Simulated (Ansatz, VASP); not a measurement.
## Cross-check of ZnO (zincite) between VASP and Ansatz

Aim: how closely do two programs agree when they are given the same cell, functional and k mesh? The two relaxations start from unlike cells of this crystal (the structure described is Ansatz's start), so only their ends are compared.

Method: plane waves, with VASP 6.6.1 beside it; relaxation of cell and atoms at PBE, in Ansatz 0.2.0.

## Step 1: The starting structure

It takes space group P6_3mc (No. 186, hexagonal). Conventional cell: a = 3.187 Å, b = 3.187 Å, c = 5.152 Å, α = 90.00°, β = 90.00°, γ = 120.00°. Nearest to Zn lie 4 O at 1.94 to 1.95 Å. Nearest to O lie 4 Zn at 1.94 to 1.95 Å. Farther neighbours and most contacts between anions are not listed.

As a file:

```cif
data_structure
_symmetry_space_group_name_H-M 'P6_3mc'
_symmetry_Int_Tables_number 186
_cell_length_a 3.1875
_cell_length_b 3.1875
_cell_length_c 5.1524
_cell_angle_alpha 90.000
_cell_angle_beta 90.000
_cell_angle_gamma 120.000
_cell_volume 45.33
loop_
_atom_site_label
_atom_site_type_symbol
_atom_site_symmetry_multiplicity
_atom_site_Wyckoff_symbol
_atom_site_fract_x
_atom_site_fract_y
_atom_site_fract_z
_atom_site_occupancy
Zn1 Zn 2 b 0.33333 0.66667 0.50027 1
O1 O 2 b 0.66667 0.33333 0.37874 1
```

## Step 2: Ansatz: relaxation of cell and atoms, PBE

Ansatz runs on its PAW soft_1 files.

The relaxed volume is the usual yardstick between codes: in a stiff, nearly cubic crystal its relative difference is about their pressure difference at one cell divided by the bulk modulus.

input.yaml reads:

```yaml
crystal:
  lattice:
    - [3.187454869, 0.0, 0.0]
    - [-1.5937274345, 2.7604168899, 0.0]
    - [0.0, 0.0, 5.152402738]
  atoms:
    - { symbol: Zn, position: [0.3333333333, 0.6666666667, 0.5002724394] }
    - { symbol: Zn, position: [0.6666666667, 0.3333333333, 0.0002724394] }
    - { symbol: O, position: [0.6666666667, 0.3333333333, 0.3787375606] }
    - { symbol: O, position: [0.3333333333, 0.6666666667, 0.8787375606] }
kpoints:
  mp_grid: { grid: [15, 15, 10] }
hamiltonian:
  xc: pbe
  pseudopotentials: { kind: paw, azcp: { folder: soft_1 } }
scf:
  occupations: { method: fixed }
output:
  forces: true
  stress: true
  eigenvalues: true
relax:
  adjacent_minimum: "off"
  f_tol: 0.001
  max_steps: 60
  cell: { stress_tol: 0.01 }
```

On the command line:

```bash
> ansatz run input.yaml --threads 8 --pin off --max-ram 16384MiB --backend cpu --events-out ev --progress --plain --runs-dir out
```

Numbers of over 12 decimals in the logs are rounded to 6 here.

The program printed:

```text
Engine: ansatz 0.2.0, aarch64-unknown-linux-gnu
Pseudopotentials: kind: paw
Pseudopotential: Zn, paw, valence charge 12, recommended cutoff 420 eV (normal), soft_1/Zn.paw.azcp
Pseudopotential: O, paw, valence charge 6, recommended cutoff 420 eV (normal), soft_1/O.paw.azcp
Functional definition: PBE
  parameter kappa = 0.804
  parameter beta = 0.066725
  exchange = pbe_x(kappa = kappa, mu = beta*pi^2/3)
  correlation = pbe_c(beta = beta)
Crystal: 4 atoms, lattice volume = 45.334 Å³
Basis set: ecut = 420 eV, 881 PW (Γ), exchange–correlation on 48×48×72 points (8 copies of the dense FFT grid, shifted against one another)
Bands: 22, of which v1, the nominal top of the filled ones, is band 18 counted from 1 (17 counted from 0)
Symmetry: 12 space group operations
Space group: P63mc (ITA 186), of the structure as read, at distance tolerance 3.6e-5 Å
k-points: 162 of 2250 (time reversal used)
Non-local potential: Zn, projectors of the file, l = 0: 2, l = 1: 2, l = 2: 3, l = 3: 1
Non-local potential: O, projectors of the file, l = 0: 2, l = 1: 2, l = 2: 1
PAW form: soft (Blöchl's): semilocal exchange-correlation on the pseudo side does not see the compensation charge
PAW one-centre angular grid: Zn, 590 points (default); XC on 64 Gauss nodes
PAW one-centre angular grid: O, 110 points (default); XC on 64 Gauss nodes
Initial density: superposition of atomic densities (chi_scale 0.1, normalization cell, long waves kept (reshape's long-wave potential 0.00 eV rms))
Initial wavefunctions: pseudopotential atomic-orbital guess
Functional: x = pbe(κ = 0.804, μ = 0.219515), c = pbe(β = 0.066725)
SCF iter   1: F=—  HF=-7774.474549 eV  |F-HF|=—  |Δ(HF+E_count)|=         —  Δρ=1.11e-1  dr2=3.02e0  ethr=3.10e-3  ⟨swp⟩=4.4  Hψ=16681  notcnv=0  defer=289
preconditioner: auto → Resta (q_TF=auto, 2.625 Å⁻¹)  ε∞=6.4  [insulator: Δε(μ)=1.420 eV  Ē_g=14.225 eV  n_scr=22 (ndim 8)  ℏωp=33.1 eV  f_vac=0.000  ε∞_Penn≈6.4]
SCF iter   2: F=—  HF=-7773.654512 eV  |F-HF|=—  |Δ(HF+E_count)|=   8.20e-1  Δρ=2.40e-2  dr2=2.34e-1  ethr=3.10e-3  ⟨swp⟩=2.1  Hψ=8024  notcnv=0  defer=142
SCF iter   3: F=—  HF=-7773.550821 eV  |F-HF|=—  |Δ(HF+E_count)|=   1.04e-1  Δρ=1.94e-2  dr2=1.38e-1  ethr=6.51e-4  ⟨swp⟩=2.0  Hψ=7791  notcnv=0  defer=309
SCF iter   4: F=—  HF=-7773.542197 eV  |F-HF|=—  |Δ(HF+E_count)|=   8.62e-3  Δρ=7.54e-3  dr2=1.38e-2  ethr=3.84e-4  ⟨swp⟩=2.0  Hψ=6476  notcnv=0  defer=318
SCF iter   5: F=—  HF=-7773.552462 eV  |F-HF|=—  |Δ(HF+E_count)|=   1.03e-2  Δρ=3.34e-3  dr2=2.95e-3  ethr=3.84e-5  ⟨swp⟩=3.0  Hψ=8073  notcnv=0  defer=319
SCF iter   6: F=—  HF=-7773.552179 eV  |F-HF|=—  |Δ(HF+E_count)|=   2.84e-4  Δρ=1.18e-3  dr2=3.70e-4  ethr=8.18e-6  ⟨swp⟩=2.7  Hψ=6485  notcnv=0  defer=320
SCF iter   7: F=—  HF=-7773.552485 eV  |F-HF|=—  |Δ(HF+E_count)|=   3.06e-4  Δρ=4.03e-4  dr2=3.61e-5  ethr=1.03e-6  ⟨swp⟩=2.0  Hψ=6484  notcnv=0  defer=320
SCF iter   8: F=—  HF=-7773.552561 eV  |F-HF|=—  |Δ(HF+E_count)|=   7.65e-5  Δρ=4.63e-5  dr2=1.01e-6  ethr=1.00e-7  ⟨swp⟩=2.0  Hψ=6307  notcnv=0  defer=109
SCF iter   9: F=-7773.552563 eV  HF=-7773.552563 eV  |F-HF|=2.13e-8  |Δ(HF+E_count)|=   2.28e-6  Δρ=1.21e-5  dr2=4.58e-8  ethr=2.78e-10  ⟨swp⟩=6.1  Hψ=21005  notcnv=0
SCF 1 converged in 9 iterations: F = -7773.552563 eV  dr2 = 4.58e-8
  greatest PAW one-centre occupation: 0.988 electrons in one spin orbital (limit 2), on the Zn atom at site 0 (counted from 0), in its partial waves of l = 2
relax step   1: F+E_penalty+E_count = -7773.55256346 eV  Δ(F+E_penalty+E_count) = +0.000e0 eV  max|allowed force component| = 2.500e-3 eV/Å  Δτ_max = 0.0000 Å  P = +13.138 GPa  Ω = 45.334 Å³  (9 SCF iters, dr2 threshold 1.00e-7 eV, accepted)
[...]
relax step   8: F+E_penalty+E_count = -7773.70368652 eV  Δ(F+E_penalty+E_count) = +2.363e-4 eV  max|allowed force component| = 2.033e-5 eV/Å  Δτ_max = 0.0001 Å  P = +0.022 GPa  Ω = 49.316 Å³  energy of the carried Pulay correction = -4.506e-4 eV  (5 SCF iters, dr2 threshold 4.00e-7 eV, accepted)
[...]
relax step   9: F+E_penalty+E_count = -7773.70366271 eV  Δ(F+E_penalty+E_count) = +2.381e-5 eV  max|allowed force component| = 5.920e-5 eV/Å  Δτ_max = 0.0000 Å  P = +0.000 GPa  Ω = 49.324 Å³  energy of the carried Pulay correction = -4.750e-4 eV  (5 SCF iters, dr2 threshold 1.25e-9 eV, accepted)
[...]
relax step  10: F+E_penalty+E_count = -7773.70415169 eV  Δ(F+E_penalty+E_count) = -4.890e-4 eV  max|allowed force component| = 5.676e-5 eV/Å  Δτ_max = 0.0000 Å  P = +0.004 GPa  Ω = 49.324 Å³  stress off target by 4.10e-3 GPa  SCF on the basis re-selected at this cell (its energy is not comparable with the rows above)  (8 SCF iters)
basis re-selected at this cell: Δ(F+E_penalty+E_count) = -4.890e-4 eV, ΔP = +0.004 GPa vs the last step (what re-selecting the basis moved, of the pressure what is left beyond the Pulay correction that the steps carried, after the strain that the cell walked since its last selection, with what the two solves' SCF thresholds leave and, on support functions, any second-order correction that the steps lacked; it is no m [...]
SCF converged after 8 iterations
Free energy (F): -7773.704152 eV
Harris-Foulkes:  -7773.704152 eV  (|F-HF|=9.09e-13)
Internal energy: -7773.704152 eV  (E = F + TS)
E sigma→0 (E₀):  -7773.704152 eV
Fermi energy:    6.661573 eV
--- Per-component energies (eV) ---
  E_band       = 49.198383
  E_kinetic    = 628.076212
  E_local      = -4493.589716  (includes V_loc(G=0)·N_el)
  E_nonlocal   = 1755.642440
  E_hartree    = 1687.858355
  E_xc         = -297.803719
  E_vxc        = -281.845378  (∫ρ·V_xc dr)
  E_paw        = -4126.055058  (= ΣΔE_a)
  E_vpaw       = -934.802863  (= ΣTr[D̂ρ^β])
  E_aug_tail   = 0.000969  (compensation charges beyond the density's cutoff)
  E_ewald      = -2927.833636
  E_smearing   = -0.000000  (= −TS)
  E_closure    = -0.000000  (closes the sum)
  Σ components = -7773.704152   (vs F -7773.704152, Δ=0.00e0)
--- Forces (eV/Å), atoms counted from 1 ---
  atom   1  Zn     0.00000000    -0.00000000    -0.00005748
  atom   2  Zn     0.00000000     0.00000000    -0.00005748
  atom   3  O      0.00000000    -0.00000000     0.00005604
  atom   4  O      0.00000000     0.00000000     0.00005604
  max |Σ_I F_I| component: 2.89e-6 eV/Å
--- Stress (GPa, compression-positive) ---
        0.004103       0.000000      -0.000000
        0.000000       0.004103      -0.000000
       -0.000000      -0.000000       0.003876
  P = ⅓ Tr σ = 0.0040 GPa (0.040 kbar)
--- Band table (eV; the first three rows and the last of 162) ---
  k-point 0: bands = [... 14 lower, 5.9108, 6.5817, 6.6616, 6.6616, 7.4022, 11.7700, 14.7338, 19.4167]
  k-point 1: bands = [... 14 lower, 5.9296, 6.3159, 6.6437, 6.6437, 7.6991, 11.6838, 14.8110, 19.4177]
  k-point 2: bands = [... 14 lower, 5.9840, 5.9840, 6.5916, 6.5916, 8.2377, 11.4374, 15.0378, 19.2275]
  k-point 161: bands = [... 14 lower, 4.0844, 4.0844, 5.4763, 5.4763, 14.4579, 14.4579, 14.6239, 14.6239]
--- Relaxed structure (8 steps of the walk, 8 accepted, 2 SCFs on fresh bases) ---
  F+E_penalty+E_count = -7773.70415169 eV   max|allowed force component| = 5.676e-5 eV/Å   (the final SCF, on the basis selected at the relaxed cell)
  cell:  # Å, volume = 49.3239 Å³
    - [3.279893, 0.0, 0]
    - [-1.639947, 2.840471, 0]
    - [0, 0, 5.294284]
  atoms:
    - { symbol: Zn, position: [0.333333, 0.666667, 0.499973] }
    - { symbol: Zn, position: [0.666667, 0.333333, -2.666661064843436e-5] }
    - { symbol: O, position: [0.666667, 0.333333, 0.379037] }
    - { symbol: O, position: [0.333333, 0.666667, 0.879037] }
```

## Step 3: VASP: relaxation of cell and atoms, PBE

Its own start cell and the same functional and mesh now go to VASP, with its own data sets.

Lines of VASP's logs that name or quote its potential files are left out, and so is its time.

INCAR reads:

```
SYSTEM = ZnO
PREC = Accurate
ENCUT = 600
EDIFF = 1E-07
NELM = 120
ISMEAR = 0
SIGMA = 0.01
LREAL = .FALSE.
ALGO = Normal
GGA = PE
NBANDS = 24
LORBIT = 11
LWAVE = .FALSE.
LCHARG = .FALSE.
ISIF = 3
IBRION = 2
NSW = 80
EDIFFG = -0.005
LASPH = .TRUE.
GGA_COMPAT = .FALSE.
NELMIN = 4
EFERMI = MIDGAP
KPAR = 2
```

POSCAR reads:

```
ZnO
1.0
    3.2853663079      0.0000000177      0.0000000000
   -1.6426826232      2.8452106708      0.0000000000
    0.0000000000      0.0000000000      5.3079601236
Zn O
2 2
Direct
    0.3333332288      0.6666666667      0.5001651168
    0.6666664575      0.3333333333      0.0001652138
    0.6666664575      0.3333333333      0.3788447355
    0.3333332288      0.6666666667      0.8788448326
```

KPOINTS reads:

```
Automatic mesh
0
Gamma
15 15 10
0 0 0
```

The projector-augmented-wave data sets are Zn and O (PBE family, release 64).

On the command line:

```bash
> mpirun -np 2 vasp_std
```

The program printed:

```text
[banner, memory and clock lines left out]
running    2 mpi-ranks, on    1 nodes
 distrk:  each k-point on    1 cores,    2 groups
 distr:  one band on    1 cores,    1 groups

 POSCAR found type information on POSCAR ZnO
 POSCAR found :  2 types and       4 ions
 LDA part: xc-table for (Slater+PW92), standard interpolation
 POSCAR, INCAR and KPOINTS ok, starting setup
 FFT: planning ... GRIDC
 FFT: planning ... GRID_SOFT
 FFT: planning ... GRID
 WAVECAR not read
 entering main loop
       N       E                     dE             d eps       ncg     rms          rms(c)
DAV:   1     0.301124635927E+03    0.30112E+03   -0.20245E+04  7808   0.237E+03
DAV:   3    -0.205833157551E+02   -0.30453E+02   -0.30185E+02  9080   0.148E+02
DAV:   4    -0.211061298979E+02   -0.52281E+00   -0.52252E+00  8792   0.204E+01
DAV:   5    -0.211093464323E+02   -0.32165E-02   -0.32165E-02  9040   0.155E+00    0.139E+01
DAV:   6    -0.177302682536E+02    0.33791E+01   -0.92704E+00 13464   0.682E+01    0.844E+00
DAV:   7    -0.179022243664E+02   -0.17196E+00   -0.27331E+00  8256   0.184E+01    0.505E+00
DAV:   8    -0.179167792283E+02   -0.14555E-01   -0.64506E-01 11192   0.794E+00    0.167E+00
DAV:   9    -0.178629472520E+02    0.53832E-01   -0.13348E-01 11776   0.692E+00    0.318E-01
DAV:  10    -0.178658399803E+02   -0.28927E-02   -0.43408E-02  7872   0.148E+00    0.138E-01
DAV:  11    -0.178658713706E+02   -0.31390E-04   -0.75691E-04  9008   0.291E-01    0.342E-02
DAV:  12    -0.178659014546E+02   -0.30084E-04   -0.10330E-04  9528   0.280E-01    0.206E-02
DAV:  13    -0.178659135205E+02   -0.12066E-04   -0.26225E-05 10168   0.111E-01    0.235E-02
DAV:  14    -0.178659057968E+02    0.77237E-05   -0.19974E-05 10208   0.483E-02    0.351E-03
DAV:  15    -0.178659056774E+02    0.11942E-06   -0.45667E-06  8464   0.186E-02    0.130E-03
DAV:  16    -0.178659055966E+02    0.80794E-07   -0.47120E-08  5584   0.212E-03
   1 F= -.17865906E+02 E0= -.17865906E+02  d E =-.178659E+02
 curvature:   0.00 expect dE= 0.000E+00 dE for cont linesearch  0.000E+00
 trial: gam= 0.00000 g(F)=  0.375E-05 g(S)=  0.293E-04 ort = 0.000E+00 (trialstep = 0.100E+01)
 search vector abs. value=  0.331E-04
 bond charge predicted
       N       E                     dE             d eps       ncg     rms          rms(c)
DAV:   1    -0.178663140238E+02   -0.40835E-03   -0.65143E-03  9416   0.143E+00    0.147E-01
DAV:   2    -0.178659672781E+02    0.34675E-03   -0.13914E-03  9680   0.735E-01    0.521E-02
DAV:   3    -0.178659367645E+02    0.30514E-04   -0.26699E-05 11088   0.132E-01    0.297E-02
DAV:   4    -0.178659252625E+02    0.11502E-04   -0.17724E-05 11720   0.537E-02    0.379E-03
DAV:   5    -0.178659252589E+02    0.35552E-08   -0.26058E-06  8304   0.152E-02    0.120E-03
DAV:   6    -0.178659251716E+02    0.87295E-07   -0.65006E-08  4464   0.884E-03
   2 F= -.17865925E+02 E0= -.17865925E+02  d E =-.195750E-04
 trial-energy change:   -0.000020  1 .order   -0.000016   -0.000033    0.000000
 step:   0.9987(harm=  0.9980)  dis= 0.00021  next Energy=   -17.865925 (dE=-0.196E-04)
 reached required accuracy - stopping structural energy minimisation
```

OUTCAR, selected parts (step 3):

```text
ion  position               nearest neighbor table
   1  0.333  0.667  0.500-   3 2.00   3 2.00   3 2.00   4 2.01
   2  0.667  0.333  0.000-   4 2.00   4 2.00   4 2.00   3 2.01
   3  0.667  0.333  0.379-   1 2.00   1 2.00   1 2.00   2 2.01
   4  0.333  0.667  0.879-   2 2.00   2 2.00   2 2.00   1 2.01

  LATTYP: Found a hexagonal cell.
 ALAT       =     3.2853663079
 C/A-ratio  =     1.6156372307

 Subroutine GETGRP returns: Found 12 space group operations
 (whereof  6 operations were pure point group operations)

The static configuration has the point symmetry C_3v.
 The point group associated with its full space group is C_6v.

 Found    162 irreducible k-points:

   k-points           NKPTS =    162   k-points in BZ     NKDIM =    162   number of bands    NBANDS=     24

   dimension x,y,z NGX =    28 NGY =   28 NGZ =   42
   dimension x,y,z NGXF=    56 NGYF=   56 NGZF=   84

   ENCUT  =  600.0 eV  44.10 Ry    6.64 a.u.   6.56  6.56 10.60*2*pi/ulx,y,z

   NELECT =      36.0000    total number of electrons

 k-points in reciprocal lattice and weights: Automatic mesh
   0.00000000  0.00000000  0.00000000       0.000
   0.06666667  0.00000000  0.00000000       0.003
   0.13333333  0.00000000  0.00000000       0.003
   0.20000000  0.00000000  0.00000000       0.003
   0.26666667  0.00000000  0.00000000       0.003
   0.33333333  0.00000000  0.00000000       0.003
   0.40000000  0.00000000  0.00000000       0.003
   0.46666667  0.00000000  0.00000000       0.003
   0.06666667  0.06666667  0.00000000       0.003
[...]
0.33333333  0.26666667  0.50000000       0.005
   0.33333333  0.33333333  0.50000000       0.001

 average (electrostatic) potential at core
       1 -36.1130       2 -36.1130       3 -73.3750       4 -73.3750

 E-fermi :   1.2071

 k-point     1 :       0.0000    0.0000    0.0000
  band No.  band energies     occupation
    ...
     14       0.0998      2.00000
     15       0.0998      2.00000
     16       0.7704      2.00000
     17       0.8472      2.00000
     18       0.8472      2.00000
     19       1.5671      0.00000
     20       5.9250      0.00000
     21       8.8958      0.00000
     22      13.5563      0.00000
     23      13.5563      0.00000
    ...

 k-point     2 :       0.0667    0.0000    0.0000
  band No.  band energies     occupation
    ...
     14      -0.0619      2.00000
     15       0.0425      2.00000
     16       0.4861      2.00000
     17       0.7435      2.00000
     18       0.8170      2.00000
     19       1.9824      0.00000
     20       6.1114      0.00000
     21       8.8976      0.00000
     22      13.0532      0.00000
     23      13.5948      0.00000
    ...

 k-point     3 :       0.1333    0.0000    0.0000
  band No.  band energies     occupation
    ...
     14      -0.5063      2.00000
     15      -0.1189      2.00000
     16      -0.0210      2.00000
     17       0.6584      2.00000
     18       0.7294      2.00000
     19       2.6683      0.00000
     20       6.5985      0.00000
     21       8.9017      0.00000
     22      12.0577      0.00000
     23      13.5971      0.00000
    ...

  Total        0.0089478      0.0089478     -0.0038081      0.0000000      0.0000000      0.0000000
  in kB        0.2892210      0.2892210     -0.1230909      0.0000001      0.0000000      0.0000000
  external PRESSURE =       0.1517837 kB  Pullay stress =       0.0000000 kB

  energy-cutoff  :      600.00
  volume of cell :       49.57
      direct lattice vectors                 reciprocal lattice vectors
     3.284492180  0.000000018  0.000000000     0.304461068  0.175780624 -0.000000000
    -1.642245559  2.844453654  0.000000000    -0.000000002  0.351561361  0.000000000
     0.000000000 -0.000000000  5.305516383     0.000000000  0.000000000  0.188483067

 POSITION                                       TOTAL-FORCE (eV/Angst)
 -----------------------------------------------------------------------------------
      0.00000      1.89630      2.65342        -0.000000     -0.000000     -0.003456
      1.64225      0.94815      0.00066        -0.000000      0.000000     -0.003456
      1.64225      0.94815      2.01018        -0.000000     -0.000000      0.003456
      0.00000      1.89630      4.66294         0.000000      0.000000      0.003456
 -----------------------------------------------------------------------------------
    total drift:                                0.001027      0.000048      0.000581

  FREE ENERGIE OF THE ION-ELECTRON SYSTEM (eV)
  ---------------------------------------------------
  free  energy   TOTEN  =       -17.8659251716 eV

  energy  without entropy=      -17.8659251716  energy(sigma->0) =      -17.86592517

 reached required accuracy - stopping structural energy minimisation

 total charge
# of ion       s       p       d       tot
------------------------------------------
    1        0.447   0.454   9.891  10.791
    2        0.447   0.454   9.891  10.791
    3        1.547   3.438   0.000   4.985
    4        1.547   3.438   0.000   4.985
--------------------------------------------------
tot          3.987   7.784  19.781  31.552

[... 3 further parts left out ...]
```

## Step 4: Differences

Known differences besides the potentials themselves: fixed occupations in Ansatz, narrow Gaussian smearing in VASP; the cutoff is 420 eV in Ansatz and 600 eV in VASP; Ansatz adds a Pulay correction to the stress that steers its cell, VASP none. Total energies have different zeros and are not compared.

Compared:

```
                                         quantity  Ansatz   VASP  difference
                                      volume (Å³)   49.32  49.57     -0.49 %
edge a after relaxation, in the typed setting (Å)   3.280  3.284     -0.14 %
edge c after relaxation, in the typed setting (Å)   5.294  5.306     -0.21 %
```

## Step 5: Summary of results

* difference in volume (relaxation of cell and atoms, PBE): -0.49 %

What this shows: The difference in volume is -0.49 % (relaxation of cell and atoms, PBE), within the 1.2 % picked in this series as the mark of a large difference, as far as the stopping tolerances let one tell. How closely two codes agree says nothing of how well the functional describes the real material.

[Lines on the potential files, build, host, timing and source positions are cut from VASP's logs without a mark.]

[Logs are printed without paths, hosts, clocks, repeated set-up lines and the standing remarks that a program may print on its own settings, such as how far it seeks lower states.]

[Hosts, paths, dates, database ids (printed as entryN), source tags and the programs' standing remarks are cut or masked in the printed files.]
